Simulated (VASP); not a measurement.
Calculation: r2SCAN meta-GGA, VASP's PBE PAW potentials (set 64) (plane waves; VASP).

A VASP calculation is set up with these files.

File POSCAR:
```
CuF
1.0
  2.7379443036   0.0000000000   0.0000000000
  0.0000000000   2.7379443036   0.0000000000
  0.0000000000   0.0000000000   2.7379443036
Cu F
1 1
direct
  0.0000000000   0.0000000000   0.0000000000
  0.5000000000   0.5000000000   0.5000000000
```

**INCAR**
```
SYSTEM=CuF
PREC=Accurate; ENCUT=520; LREAL=.False.
LASPH=.True.
EDIFF=1E-7; NELM=100; ALGO=Normal
LMAXMIX=4; LMIXTAU=.True.
ISMEAR=-5
METAGGA=R2SCAN
ISIF=2
LWAVE=.False.; LCHARG=.False.; LORBIT=11
NEDOS=601
```

**KPOINTS**
```
Automatic mesh
0
Gamma
15 15 15
0 0 0
```

File KPOINTS_OPT:
```
k-points along high-symmetry lines
10
Line-mode
Reciprocal
  0.000000   0.000000   0.000000 ! GAMMA
  0.000000   0.500000   0.000000 ! X

  0.000000   0.500000   0.000000 ! X
  0.500000   0.500000   0.000000 ! M

  0.500000   0.500000   0.000000 ! M
  0.000000   0.000000   0.000000 ! GAMMA

  0.000000   0.000000   0.000000 ! GAMMA
  0.500000   0.500000   0.500000 ! R

  0.500000   0.500000   0.500000 ! R
  0.000000   0.500000   0.000000 ! X

  0.500000   0.500000   0.500000 ! R
  0.500000   0.500000   0.000000 ! M
```

POTCAR, in this order: Cu F (PBE.64 set). Program: vasp_std.

What will the output report for the number of irreducible k-points (NKPTS), number of bands (NBANDS), largest plane-wave count, number of space-group operations, FFT grid (NGX, NGY, NGZ)?

| Quantity | Value |
|---|---|
| number of irreducible k-points (NKPTS) | 120 |
| number of bands (NBANDS) | 13 |
| largest plane-wave count | 565 |
| number of space-group operations | 48 |
| FFT grid (NGX, NGY, NGZ) | 20 × 20 × 20 |

The structure was generated: CuF was put into the CsCl type type (Pm-3m), which need not be its known phase. It was relaxed first, which changed the volume by +38 %.
